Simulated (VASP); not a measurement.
**Cu: single point with PBE**

Cu:

```
CELL_PARAMETERS angstrom
0.00000 1.76119 1.76119
1.76119 0.00000 1.76119
1.76119 1.76119 0.00000
ATOMIC_POSITIONS crystal
Cu 0.00000 0.00000 0.00000
```

The cell isn't the ideal one: a relaxed cell with its volume scaled by 0.91.

```json
{
 "Program": "VASP 6.6.1",
 "Task": "single point",
 "Functional": "PBE",
 "Potentials or basis": "VASP PAW PBE potentials, release 64 (Cu)",
 "Cutoff": "520 eV",
 "k mesh": "20 × 20 × 20",
 "Occupations": "gaussian, width 0.3 eV",
 "Spin": "no spin polarisation",
 "Further INCAR settings": "ALGO = Normal; EDIFF = 1e-07; NBANDS = 12"
}
```

```
Pressure               : 16.5 GPa
Band gap on the k mesh : none (metal or under the smearing width)
```

Levels at points of the mesh, in eV from the Fermi level:
```tsv
k point	band 4	band 5	band 6	band 7	band 8	band 9
(0.00, 0.00, 0.00)	-3.30	-2.37	-2.37	23.19	26.45	26.45
(0.50, 0.00, 0.00)	-1.73	-1.73	-1.26	4.15	21.65	23.29
(0.50, 0.50, 0.00)	-1.57	-1.57	1.42	7.65	13.68	13.68
```

Run time: 20 s on 1 thread of Intel(R) Xeon(R) Platinum 8488C (Sapphire Rapids), with other jobs on the host, peak memory 0.14 GiB.

Caveat: so large a pressure means that the cell lies far from this level's equilibrium, or that cutoff or potentials fall short.
